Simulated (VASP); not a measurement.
These are PBEsol GGA, VASP's PBE PAW potentials (set 64) (plane waves; VASP) values and carry that method's errors.

Input for VASP

**INCAR**
```
SYSTEM = W(IO)2
PREC = Accurate
ENCUT = 400
EDIFF = 1E-6
NELM = 100
ALGO = Normal
LREAL = .FALSE.
LASPH = .TRUE.
ISMEAR = 0
SIGMA = 0.1
GGA = PS
LMAXMIX = 6
LWAVE = .FALSE.
LCHARG = .FALSE.
ISIF = 2
```

File KPOINTS:
```
Automatic mesh
0
G
5 5 5
0 0 0
```

POSCAR:
```
W(IO)2
1
   -1.8367160000     1.9134010000     8.1478670000
    1.8367160000    -1.9134010000     8.1478670000
    1.8367160000     1.9134010000    -8.1478670000
W I O
1 2 2
Direct
  0.0000000000   0.0000000000   0.0000000000
  0.1607200000   0.1607200000   0.0000000000
  0.8392800000   0.8392800000   0.0000000000
  0.5000000000   0.0000000000   0.5000000000
  0.0000000000   0.5000000000   0.5000000000
```

POTCAR, in this order: W_sv I O (PBE.64 set). Program: vasp_std.

What VASP printed:

File OSZICAR:
```
       N       E                     dE             d eps       ncg     rms          rms(c)
DAV:   1     0.288245742205E+03    0.28825E+03   -0.17303E+04  1416   0.129E+03
DAV:   2    -0.186172429202E+02   -0.30686E+03   -0.30320E+03  1608   0.336E+02
DAV:   3    -0.393052528195E+02   -0.20688E+02   -0.20604E+02  1696   0.906E+01
DAV:   4    -0.396275064048E+02   -0.32225E+00   -0.32211E+00  1616   0.122E+01
DAV:   5    -0.396328020635E+02   -0.52957E-02   -0.52936E-02  1672   0.139E+00    0.453E+01
DAV:   6    -0.345262925764E+02    0.51065E+01   -0.36675E+01  1568   0.423E+01    0.140E+01
DAV:   7    -0.341751573406E+02    0.35114E+00   -0.76506E+00  1520   0.189E+01    0.130E+01
DAV:   8    -0.338452292683E+02    0.32993E+00   -0.15257E+00  1552   0.809E+00    0.166E+00
DAV:   9    -0.338434500885E+02    0.17792E-02   -0.43188E-02  1432   0.140E+00    0.472E-01
DAV:  10    -0.338431714144E+02    0.27867E-03   -0.39654E-03  1568   0.515E-01    0.295E-01
DAV:  11    -0.338431801116E+02   -0.86972E-05   -0.21506E-04  1552   0.104E-01    0.189E-01
DAV:  12    -0.338432320207E+02   -0.51909E-04   -0.15211E-04  1544   0.790E-02    0.276E-02
DAV:  13    -0.338432355496E+02   -0.35288E-05   -0.10399E-05  1512   0.250E-02    0.127E-02
DAV:  14    -0.338432383244E+02   -0.27748E-05   -0.32801E-06  1216   0.112E-02    0.334E-03
DAV:  15    -0.338432390714E+02   -0.74706E-06   -0.91456E-07   856   0.668E-03
   1 F= -.33843239E+02 E0= -.33840841E+02  d E =-.479679E-02
```

OUTCAR:
```
------------------------ aborting loop because EDIFF is reached ----------------------------------------
  FORCE on cell =-STRESS in cart. coord.  units (eV):
  Direction    XX          YY          ZZ          XY          YZ          ZX
  --------------------------------------------------------------------------------------
  Total        7.5022816     -2.2249614      4.4903695      0.0000000      0.0000000      0.0000000
  in kB      104.9426467    -31.1229770     62.8117273      0.0000000      0.0000000      0.0000000
  external PRESSURE =      45.5437990 kB  Pullay stress =       0.0000000 kB
  volume of cell :      114.54
      direct lattice vectors                 reciprocal lattice vectors
    -1.836716000  1.913401000  8.147867000     0.000000000  0.261314800  0.061365754
     1.836716000 -1.913401000  8.147867000     0.272224993  0.000000000  0.061365754
     1.836716000  1.913401000 -8.147867000     0.272224993  0.261314800  0.000000000
 POSITION                                       TOTAL-FORCE (eV/Angst)
 -----------------------------------------------------------------------------------
      0.00000      0.00000      0.00000         0.000000     -0.000000     -0.000000
      0.00000      0.00000      2.61905        -0.000000     -0.000000      0.977233
      0.00000      0.00000     13.67668         0.000000      0.000000     -0.977233
      0.00000      1.91340      0.00000         0.000000     -0.000000      0.000000
      1.83672      0.00000      0.00000         0.000000     -0.000000     -0.000000
 -----------------------------------------------------------------------------------
    total drift:                                0.000000     -0.000000     -0.000000
  FREE ENERGIE OF THE ION-ELECTRON SYSTEM (eV)
  ---------------------------------------------------
  free  energy   TOTEN  =       -33.8432390714 eV

  energy  without entropy=      -33.8384422860  energy(sigma->0) =      -33.84084068
```
(Selected blocks of OUTCAR.)

At this cut-off the stress carries a Pulay error, which pulls relaxed volumes low.

The structure comes from a measured WI2O2 entry of the Crystallography Open Database, whose conditions weren't checked. The cell was not relaxed at this level, and its volume differs by -5.9 % from the start's. The k-mesh is coarse (spacing up to 0.47 per Å, 2π included), so the numbers may not be converged in it.
